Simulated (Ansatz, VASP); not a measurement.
# Al22Ga16O57 (amorphous 42Ga2O3-58Al2O3 (mol %)) in two plane-wave programs

Aim: how closely do two programs agree when they are given the same cell, functional and k mesh? Of the first pair: The structure shown is the start of the Ansatz relaxation below; VASP solves that cell, so the two are compared at the walk's first step.

Method: plane waves, with VASP 6.6.1 beside it; single point at PBE, in Ansatz 0.2.0.

### Step 1. The starting structure

The cell holds 95 atoms: 16 Ga, 22 Al and 57 O. Cell: a = 9.861 Å, b = 9.861 Å, c = 9.861 Å, α = 90.0°, β = 90.0°, γ = 90.0°. As first built, before any earlier steps moved the atoms (in the runner's words): 95 atoms (16 Fe, 22 Al, 57 O) placed at random at 3.62 g/cm^3, melted at 5000 K for 10 ps at fixed volume with the Morse and Coulomb pair potential with partial charges (Pedone, Malavasi, Menziani, Cormack and Segre, J. Phys. Chem. B 110, 11780 (2006)). Quenched from 5000 K to 300 K at 100 K/ps and fixed volume, held 10 ps at zero pressure, then minimised at fixed cell. Then Fe was replaced by Ga and the cell scaled by 1.006 (the potential has no terms for the new elements, so the cell is a start for a DFT relaxation).

### Step 2. Ansatz: relaxation, PBE

Ansatz runs on its default PAW (the set named soft_2) files.

The two programs are compared at the cell with which this relaxation starts, whose forces are those of its first step.

input.yaml reads:

```yaml
crystal:
  lattice:
    - [9.86095, 0.0, 0.0]
    - [0.0, 9.86095, 0.0]
    - [0.0, 0.0, 9.86095]
  atoms:
    - { symbol: Ga, position: [0.79368, 0.41592, 0.65944] }
    - { symbol: Ga, position: [0.62177, 0.55777, 0.83701] }
    - { symbol: Ga, position: [0.02011, 0.4423, 0.96581] }
    - { symbol: Ga, position: [0.56867, 0.72635, 0.57529] }
    - { symbol: Ga, position: [0.33239, 0.57878, 0.06159] }
    - { symbol: Ga, position: [0.34091, 0.51108, 0.51143] }
    - { symbol: Ga, position: [0.13946, 0.75945, 0.42038] }
    - { symbol: Ga, position: [0.03093, 0.25335, 0.7184] }
    - { symbol: Ga, position: [0.51504, 0.32225, 0.05669] }
    - { symbol: Ga, position: [0.5157, 0.13989, 0.39933] }
    - { symbol: Ga, position: [0.63784, 0.90277, 0.861] }
    - { symbol: Ga, position: [0.95306, 0.3399, 0.42556] }
    - { symbol: Ga, position: [0.63597, 0.62545, 0.12112] }
    - { symbol: Ga, position: [0.85598, 0.63904, 0.37342] }
    - { symbol: Ga, position: [0.80041, 0.18192, 0.8947] }
    - { symbol: Ga, position: [0.61945, 0.04609, 0.1152] }
    - { symbol: Al, position: [0.06585, 0.58851, 0.66149] }
    - { symbol: Al, position: [0.11592, 0.14614, 0.99331] }
    - { symbol: Al, position: [0.84268, 0.79984, 0.62614] }
    - { symbol: Al, position: [0.62144, 0.42683, 0.41106] }
    - { symbol: Al, position: [0.18908, 0.02268, 0.255] }
    - { symbol: Al, position: [0.33079, 0.67783, 0.78878] }
    - { symbol: Al, position: [0.99944, 0.92883, 0.90943] }
    - { symbol: Al, position: [0.04672, 0.03041, 0.51933] }
    - { symbol: Al, position: [0.87708, 0.67393, 0.8945] }
    - { symbol: Al, position: [0.92179, 0.12263, 0.21561] }
    - { symbol: Al, position: [0.12587, 0.49023, 0.25719] }
    - { symbol: Al, position: [0.34527, 0.94165, 0.58611] }
    - { symbol: Al, position: [0.30934, 0.35356, 0.82679] }
    - { symbol: Al, position: [0.4129, 0.80595, 0.28886] }
[... 59 atom lines left out ...]
    - { symbol: O, position: [0.32942, 0.75083, 0.95937] }
    - { symbol: O, position: [0.61294, 0.27597, 0.50823] }
    - { symbol: O, position: [0.0109, 0.01419, 0.09837] }
    - { symbol: O, position: [0.23442, 0.63942, 0.63692] }
    - { symbol: O, position: [0.51372, 0.18773, 0.2101] }
    - { symbol: O, position: [0.67115, 0.85656, 0.68698] }
kpoints:
  mp_grid: { grid: [1, 1, 1] }
hamiltonian:
  xc: pbe
scf:
  occupations: { method: fixed }
output:
  forces: true
relax:
  f_tol: 0.05
  max_steps: 150
  cell: {}
```

Launch:

```bash
ansatz run input.yaml --threads 4 --pin off --max-ram 8192MiB --backend cpu --events-out ev --progress --plain --runs-dir out
```

Numbers of over 12 decimals in the logs are rounded to 6 here.

Output:

```text
Engine: ansatz 0.2.0, x86_64-unknown-linux-gnu
Pseudopotentials: kind: paw
Pseudopotential: Ga, paw, valence charge 13, recommended cutoff 420 eV (normal), Ga.paw.azcp
Pseudopotential: Al, paw, valence charge 3, recommended cutoff 420 eV (normal), Al.paw.azcp
Pseudopotential: O, paw, valence charge 6, recommended cutoff 420 eV (normal), O.paw.azcp
Functional definition: PBE
  parameter kappa = 0.804
  parameter beta = 0.066725
  exchange = pbe_x(kappa = kappa, mu = beta*pi^2/3)
  correlation = pbe_c(beta = beta)
Crystal: 95 atoms, lattice volume = 958.862 Å³
Basis set: ecut = 420 eV, 18805 PW (Γ), exchange–correlation on 144×144×144 points (8 copies of the dense FFT grid, shifted against one another)
Bands: 403, of which v1, the nominal top of the filled ones, is band 308 counted from 1 (307 counted from 0)
Symmetry: 1 space group operations
Space group: P1 (ITA 1), of the structure as read, at distance tolerance 9.9e-5 Å
k-points: 1
Non-local potential: Ga, projectors of the file, l = 0: 2, l = 1: 2, l = 2: 3, l = 3: 1
Non-local potential: Al, projectors of the file, l = 0: 2, l = 1: 2, l = 2: 1
Non-local potential: O, projectors of the file, l = 0: 2, l = 1: 2, l = 2: 1
PAW form: soft (Blöchl's): semilocal exchange-correlation on the pseudo side does not see the compensation charge
PAW one-centre angular grid: Ga, 590 points (default); XC on 64 Gauss nodes
PAW one-centre angular grid: Al, 110 points (default); XC on 64 Gauss nodes
PAW one-centre angular grid: O, 110 points (default); XC on 64 Gauss nodes
Initial density: superposition of atomic densities (neutral atoms: chi_scale 0, normalization atom), corrected by the library's trained network
Initial wavefunctions: pseudopotential atomic-orbital guess
Functional: x = pbe(κ = 0.804, μ = 0.219515), c = pbe(β = 0.066725)
SCF iter   1: F=—  HF=-104775.892373 eV  |F-HF|=—  |Δ(HF+E_count)|=         —  Δρ=2.62e-3  dr2=7.00e-2  ethr=1.77e-3  ⟨swp⟩=5.0  Hψ=1278  notcnv=0  defer=92
preconditioner: auto → Resta (q_TF=auto, 2.534 Å⁻¹)  ε∞=4.0  [insulator: Δε(μ)=2.688 eV  Ē_g=17.199 eV  n_scr=250 (ndim 8)  ℏωp=29.8 eV  f_vac=0.026  ε∞_Penn≈4.0]
SCF iter   2: F=—  HF=-104775.886912 eV  |F-HF|=—  |Δ(HF+E_count)|=   5.46e-3  Δρ=1.39e-3  dr2=1.55e-2  ethr=1.14e-5  ⟨swp⟩=2.0  Hψ=721  notcnv=0  defer=93
SCF iter   3: F=—  HF=-104775.889526 eV  |F-HF|=—  |Δ(HF+E_count)|=   2.61e-3  Δρ=5.76e-4  dr2=4.17e-3  ethr=2.52e-6  ⟨swp⟩=2.0  Hψ=490  notcnv=0  defer=93
SCF iter   4: F=—  HF=-104775.889744 eV  |F-HF|=—  |Δ(HF+E_count)|=   2.18e-4  Δρ=1.78e-4  dr2=2.89e-4  ethr=6.76e-7  ⟨swp⟩=2.0  Hψ=490  notcnv=0  defer=93
SCF iter   5: F=—  HF=-104775.889782 eV  |F-HF|=—  |Δ(HF+E_count)|=   3.82e-5  Δρ=1.05e-4  dr2=8.81e-5  ethr=4.69e-8  ⟨swp⟩=2.0  Hψ=614  notcnv=0  defer=89
SCF iter   6: F=—  HF=-104775.891124 eV  |F-HF|=—  |Δ(HF+E_count)|=   1.34e-3  Δρ=2.70e-5  dr2=6.89e-6  ethr=1.43e-8  ⟨swp⟩=2.0  Hψ=613  notcnv=0  defer=86
SCF iter   7: F=—  HF=-104775.891128 eV  |F-HF|=—  |Δ(HF+E_count)|=   3.67e-6  Δρ=1.36e-5  dr2=1.78e-6  ethr=1.12e-9  ⟨swp⟩=2.0  Hψ=617  notcnv=0  defer=86
SCF iter   8: F=—  HF=-104775.891129 eV  |F-HF|=—  |Δ(HF+E_count)|=   7.97e-7  Δρ=5.44e-6  dr2=3.10e-7  ethr=2.88e-10  ⟨swp⟩=2.0  Hψ=615  notcnv=0  defer=86
SCF iter   9: F=-104775.891129 eV  HF=-104775.891129 eV  |F-HF|=6.40e-9  |Δ(HF+E_count)|=   1.94e-7  Δρ=2.42e-6  dr2=5.75e-8  ethr=1.62e-11  ⟨swp⟩=4.0  Hψ=1186  notcnv=0
SCF 1 converged in 9 iterations: F = -104775.891129 eV  dr2 = 5.75e-8
  greatest PAW one-centre occupation: 0.998 electrons in one spin orbital (limit 2), on the Ga atom at site 14 (counted from 0), in its partial waves of l = 2
relax step   1: F+E_penalty+E_count = -104775.89112915 eV  Δ(F+E_penalty+E_count) = +0.000e0 eV  max|allowed force component| = 2.168e0 eV/Å  Δτ_max = 0.0000 Å  P = +7.616 GPa  Ω = 958.862 Å³  (9 SCF iters, dr2 threshold 1.00e-7 eV, accepted)
Crystal: 95 atoms, lattice volume = 980.329 Å³
Basis set: ecut = 420 eV, 19209 PW (Γ), exchange–correlation on 144×144×144 points (8 copies of the dense FFT grid, shifted against one another)
Initial density: handed on by an earlier stage of this run
Initial wavefunctions: those handed on with the density
iter 1 solved again at ethr=1.26e-4 eV; its pass at ethr=3.10e-3 eV (dr2=7.74e-1 eV) is discarded
SCF iter   1: F=—  HF=-104778.270147 eV  |F-HF|=—  |Δ(HF+E_count)|=         —  Δρ=1.36e-2  dr2=7.75e-1  ethr=1.26e-4  ⟨swp⟩=1.0  Hψ=1533  notcnv=0  defer=93
preconditioner: auto → Resta (q_TF=auto, 2.525 Å⁻¹)  ε∞=4.0  [insulator: Δε(μ)=2.653 eV  Ē_g=16.990 eV  n_scr=252 (ndim 8)  ℏωp=29.4 eV  f_vac=0.033  ε∞_Penn≈4.0]
SCF iter   2: F=—  HF=-104778.071336 eV  |F-HF|=—  |Δ(HF+E_count)|=   1.99e-1  Δρ=6.52e-3  dr2=1.74e-1  ethr=1.26e-4  ⟨swp⟩=2.0  Hψ=568  notcnv=0  defer=93
[...]
atom  90  O      0.00215574    -0.00530870     0.00128932
  atom  91  O      0.00466626    -0.00102241     0.00617125
  atom  92  O     -0.00457861    -0.00197481    -0.00178530
  atom  93  O      0.00294937    -0.00371183    -0.00801406
  atom  94  O      0.00959945    -0.00172132    -0.00626370
  atom  95  O      0.00922189    -0.00118713    -0.00740457
  max |Σ_I F_I| component: 6.71e-5 eV/Å
--- Stress (GPa, compression-positive) ---
        0.014286       0.002042       0.009724
        0.002054       0.012202       0.001282
        0.009731       0.001286       0.013401
  P = ⅓ Tr σ = 0.0133 GPa (0.133 kbar)
--- Relaxed structure (13 steps of the walk, 12 accepted, 3 SCFs on fresh bases) ---
  F+E_penalty+E_count = -104781.13143337 eV   max|allowed force component| = 1.568e-2 eV/Å   (the final SCF, on the basis selected at the relaxed cell)
  cell:  # Å, volume = 1031.4503 Å³
    - [10.201104, -0.078293, 0.097329]
    - [-0.078293, 10.161563, 0.171396]
    - [0.097329, 0.171396, 9.954834]
  atoms:
    - { symbol: Ga, position: [0.807129, 0.443966, 0.678418] }
    - { symbol: Ga, position: [0.622455, 0.568816, 0.840551] }
    - { symbol: Ga, position: [0.036633, 0.433866, 0.969703] }
    - { symbol: Ga, position: [0.565498, 0.728639, 0.573972] }
    - { symbol: Ga, position: [0.341518, 0.560709, 0.057105] }
    - { symbol: Ga, position: [0.335205, 0.531381, 0.484547] }
    - { symbol: Ga, position: [0.128088, 0.780264, 0.407376] }
    - { symbol: Ga, position: [0.025435, 0.248766, 0.711494] }
    - { symbol: Ga, position: [0.531148, 0.321983, 0.060682] }
    - { symbol: Ga, position: [0.520662, 0.133023, 0.394279] }
    - { symbol: Ga, position: [0.638494, 0.880100, 0.874142] }
    - { symbol: Ga, position: [0.942054, 0.350850, 0.420718] }
    - { symbol: Ga, position: [0.628664, 0.630775, 0.137544] }
    - { symbol: Ga, position: [0.857552, 0.652870, 0.385854] }
    - { symbol: Ga, position: [0.789851, 0.180293, 0.889865] }
    - { symbol: Ga, position: [0.574064, 0.028541, 0.096259] }
    - { symbol: Al, position: [0.070154, 0.574563, 0.655598] }
    - { symbol: Al, position: [0.100640, 0.145530, 0.993117] }
    - { symbol: Al, position: [0.845677, 0.797317, 0.643168] }
    - { symbol: Al, position: [0.625069, 0.435944, 0.418226] }
    - { symbol: Al, position: [0.203178, 0.041502, 0.258013] }
    - { symbol: Al, position: [0.329375, 0.657262, 0.786025] }
    - { symbol: Al, position: [1.004411, 0.925524, 0.912469] }
    - { symbol: Al, position: [0.035439, 0.051358, 0.514413] }
    - { symbol: Al, position: [0.893623, 0.666797, 0.907848] }
    - { symbol: Al, position: [0.925035, 0.130913, 0.212739] }
    - { symbol: Al, position: [0.107044, 0.516232, 0.260451] }
    - { symbol: Al, position: [0.331680, 0.921957, 0.578339] }
    - { symbol: Al, position: [0.323527, 0.330262, 0.843346] }
    - { symbol: Al, position: [0.409317, 0.802750, 0.286435] }
    - { symbol: Al, position: [0.316998, 0.891060, 0.906994] }
    - { symbol: Al, position: [0.764532, 0.078579, 0.582296] }
    - { symbol: Al, position: [0.905733, 0.860525, 0.167613] }
    - { symbol: Al, position: [0.545972, 0.263673, 0.706345] }
    - { symbol: Al, position: [0.271477, 0.291657, 0.257300] }
    - { symbol: Al, position: [0.808121, 0.383909, 0.143490] }
    - { symbol: Al, position: [0.306111, 0.217737, 0.537860] }
    - { symbol: Al, position: [0.698046, 0.893438, 0.341216] }
    - { symbol: O, position: [0.166043, 0.917923, 0.518483] }
    - { symbol: O, position: [0.932105, 0.819264, 0.794006] }
    - { symbol: O, position: [0.555876, 0.510277, 1.007174] }
    - { symbol: O, position: [0.750581, 0.742552, 0.232662] }
    - { symbol: O, position: [0.732298, 0.761407, 0.482145] }
    - { symbol: O, position: [0.414436, 0.075987, 0.570729] }
    - { symbol: O, position: [0.329148, 0.364040, 0.425683] }
    - { symbol: O, position: [0.808355, 0.990478, 0.239156] }
    - { symbol: O, position: [0.373467, 0.304734, 0.676147] }
    - { symbol: O, position: [0.209396, 0.618643, 0.364984] }
    - { symbol: O, position: [0.327760, 0.496810, 0.874405] }
    - { symbol: O, position: [0.682910, 0.149463, 0.725077] }
    - { symbol: O, position: [0.904464, 0.196485, 0.545512] }
    - { symbol: O, position: [0.719293, 0.013207, 0.976091] }
    - { symbol: O, position: [0.841659, 0.268305, 0.284482] }
    - { symbol: O, position: [0.153425, 0.522527, 0.091793] }
    - { symbol: O, position: [0.692975, 0.718337, 0.958723] }
    - { symbol: O, position: [0.175967, 0.987604, 0.916255] }
    - { symbol: O, position: [0.375046, 0.388918, 0.145688] }
    - { symbol: O, position: [0.981019, 0.787404, 0.309787] }
    - { symbol: O, position: [0.112344, 0.348198, 0.312600] }
    - { symbol: O, position: [0.221087, 0.162803, 0.126547] }
    - { symbol: O, position: [0.658284, 0.025400, 0.453357] }
    - { symbol: O, position: [0.939457, 0.517950, 0.300059] }
[...]
- { symbol: O, position: [0.255062, 0.876544, 0.261249] }
    - { symbol: O, position: [0.713967, 0.281878, 0.030164] }
    - { symbol: O, position: [0.306563, 0.722369, 0.954601] }
    - { symbol: O, position: [0.579135, 0.279642, 0.493184] }
    - { symbol: O, position: [0.0010971, 0.012814, 0.092912] }
    - { symbol: O, position: [0.244567, 0.600579, 0.634882] }
    - { symbol: O, position: [0.534385, 0.170997, 0.199198] }
    - { symbol: O, position: [0.674043, 0.863211, 0.694139] }
```

### Step 3. VASP: single point, PBE, start cell, pair 1

The same cell, functional and mesh now go to VASP, with its own data sets.

Lines of VASP's logs that name or quote its potential files are left out, and so is its time.

INCAR reads:

```
SYSTEM = Al22Ga16O57
PREC = Accurate
ENCUT = 520
EDIFF = 1E-06
NELM = 120
ISMEAR = 0
SIGMA = 0.01
LREAL = Auto
ALGO = Normal
GGA = PE
NBANDS = 376
LORBIT = 11
LWAVE = .FALSE.
LCHARG = .FALSE.
ISIF = 2
LASPH = .TRUE.
GGA_COMPAT = .FALSE.
EFERMI = MIDGAP
NCORE = 2
```

POSCAR reads:

```
Al22Ga16O57
1.0
    9.8609500000      0.0000000000      0.0000000000
    0.0000000000      9.8609500000      0.0000000000
    0.0000000000      0.0000000000      9.8609500000
Ga Al O
16 22 57
Direct
    0.7936760657      0.4159234151      0.6594395063
    0.6217656514      0.5577657325      0.8370086046
    0.0201096243      0.4423001841      0.9658095822
    0.5686673191      0.7263498953      0.5752893991
    0.3323919095      0.5787779068      0.0615863583
    0.3409103585      0.5110765190      0.5114314544
    0.1394591799      0.7594501544      0.4203753188
    0.0309300828      0.2533528717      0.7183993429
    0.5150416542      0.3222508987      0.0566882501
    0.5157008199      0.1398851023      0.3993327215
    0.6378391534      0.9027730594      0.8610022361
    0.9530623317      0.3398962575      0.4255573753
    0.6359732074      0.6254468383      0.1211242325
    0.8559824358      0.6390357927      0.3734224390
    0.8004096968      0.1819195919      0.8947008148
    0.6194535009      0.0460908939      0.1152018822
    0.0658455828      0.5885132771      0.6614879905
    0.1159218939      0.1461421060      0.9933120034
    0.8426774297      0.7998418002      0.6261364270
    0.6214411390      0.4268250016      0.4110557299
    0.1890791455      0.0226753000      0.2549957154
    0.3307896298      0.6778251588      0.7887779575
    0.9994371739      0.9288253160      0.9094255624
    0.0467196365      0.0304128913      0.5193313018
    0.8770757381      0.6739310107      0.8944979946
    0.9217874546      0.1226251020      0.2156080297
    0.1258702255      0.4902266009      0.2571861737
    0.3452709932      0.9416536946      0.5861098576
    0.3093413921      0.3535561989      0.8267864658
    0.4129013939      0.8059466887      0.2888565503
[... 59 atom lines left out ...]
    0.3294205934      0.7508302953      0.9593700404
    0.6129429720      0.2759673257      0.5082268950
    0.0109015866      0.0141872740      0.0983678043
    0.2344196046      0.6394211511      0.6369163214
    0.5137233228      0.1877303911      0.2101014608
    0.6711523738      0.8565604734      0.6869824915
```

KPOINTS reads:

```
Automatic mesh
0
Gamma
1 1 1
0 0 0
```

Potentials, in the order of the species: Ga_d, Al and O (PBE family, release 64).

Launch:

```bash
mpirun -np 8 vasp_gam
```

Output:

```text
[banner, memory and clock lines left out]
running    8 mpi-ranks, on    1 nodes
[...]
LDA part: xc-table for (Slater+PW92), standard interpolation
 POSCAR, INCAR and KPOINTS ok, starting setup
[...]
entering main loop
       N       E                     dE             d eps       ncg     rms          rms(c)
DAV:   1     0.161702897957E+05    0.16170E+05   -0.22924E+05   784   0.273E+03
DAV:   2     0.367570476759E+04   -0.12495E+05   -0.11711E+05   760   0.847E+02
DAV:   3    -0.239690898945E+03   -0.39154E+04   -0.36682E+04  1024   0.350E+02
DAV:   4    -0.706947095456E+03   -0.46726E+03   -0.46037E+03  1056   0.131E+02
[...]
DAV:  17    -0.632663222824E+03   -0.94304E-05   -0.11827E-04   928   0.377E-02    0.627E-03
DAV:  18    -0.632663223431E+03   -0.60639E-06   -0.16196E-05   920   0.256E-02    0.476E-03
DAV:  19    -0.632663223662E+03   -0.23183E-06   -0.63233E-06   712   0.112E-02
   1 F= -.63266322E+03 E0= -.63266322E+03  d E =0.000000E+00
```

From OUTCAR (step 3):

```text
  Total       49.5632569     51.5764073     41.9914552     -6.5638951      6.9404532     -1.9410495
  in kB       82.8159807     86.1797835     70.1641450    -10.9677096     11.5969062     -3.2433283
  external PRESSURE =      79.7199697 kB  Pullay stress =       0.0000000 kB

 POSITION                                       TOTAL-FORCE (eV/Angst)
 -----------------------------------------------------------------------------------
      7.82640      4.10140      6.50270        -0.090624      0.360027      0.855857
      6.13120      5.50010      8.25370        -0.091773      0.292724     -0.814171
      0.19830      4.36150      9.52380        -0.396175     -0.053805      0.093292
      5.60760      7.16250      5.67290        -0.867949     -0.385503      0.397215
      3.27770      5.70730      0.60730        -0.112031     -0.121999     -0.577064
      3.36170      5.03970      5.04320         0.003765     -0.275930      0.061981
      1.37520      7.48890      4.14530        -0.553946      0.039916     -0.529512
      0.30500      2.49830      7.08410        -0.611416      0.503982     -0.216956
[...]
5.27570      2.29660      6.99680        -0.239504      0.403988     -0.250816
      3.02210      2.62510      2.47770        -0.608580     -0.644760      0.877009
      7.94580      3.73590      1.50130         0.811822      0.044603     -0.240392
      2.86920      2.23550      5.19580         0.686922      0.407655     -0.584525
      6.86310      8.76320      3.40630        -0.580137      0.166215     -0.860442
[...]
-----------------------------------------------------------------------------------
    total drift:                               -0.001942      0.053415     -0.005785

  FREE ENERGIE OF THE ION-ELECTRON SYSTEM (eV)
  ---------------------------------------------------
  free  energy   TOTEN  =      -632.6632236624 eV

  energy  without entropy=     -632.6632236624  energy(sigma->0) =     -632.66322366

[... 3 further parts left out ...]
[key lines of the parts left out:]
E-fermi :   6.0344
```

The run ends at a pressure of 7.97 GPa, with forces up to 2.4 eV/Å.

### Step 4. Differences

Known differences besides the potentials themselves: fixed occupations in Ansatz, narrow Gaussian smearing in VASP; the cutoff is 420 eV in Ansatz and 520 eV in VASP (PREC = Accurate, projectors in real space). Total energies have different zeros and are not compared.

Forces on 10 of the 95 atoms, those with the largest forces and the largest differences (eV/Å; atoms numbered as in POSCAR):

```tsv
atom	Ansatz x, y, z	VASP x, y, z
Ga11	0.003, -0.207, 1.010	-0.010, -0.207, 0.956
O48	0.941, 1.253, 1.192	0.940, 1.228, 1.168
O49	0.044, 1.875, 1.288	0.038, 1.910, 1.262
O52	-0.566, 0.099, 0.090	-0.504, 0.081, 0.107
O54	0.590, 0.777, -2.168	0.580, 0.781, -2.184
O57	1.128, 0.990, -1.469	1.094, 0.992, -1.451
O64	-0.085, 0.024, 2.023	-0.096, 0.046, 2.008
O73	0.053, -0.105, 0.041	0.099, -0.044, 0.029
O82	-1.225, 1.074, 0.551	-1.198, 1.059, 0.531
O87	0.247, -1.651, -1.376	0.238, -1.648, -1.355
```

The forces differ by 18 meV/Å r.m.s., which is 3.1 % of the r.m.s. force of 0.599 eV/Å (both taken over all components).

(Part 1 of 2 ends here.)

[Lines on the potential files, build, host, timing and source positions are cut from VASP's logs without a mark.]

[Logs are printed without paths, hosts, clocks, repeated set-up lines and the standing remarks that a program may print on its own settings, such as how far it seeks lower states.]

[Hosts, paths, dates, database ids (printed as entryN), source tags and the programs' standing remarks are cut or masked in the printed files.]
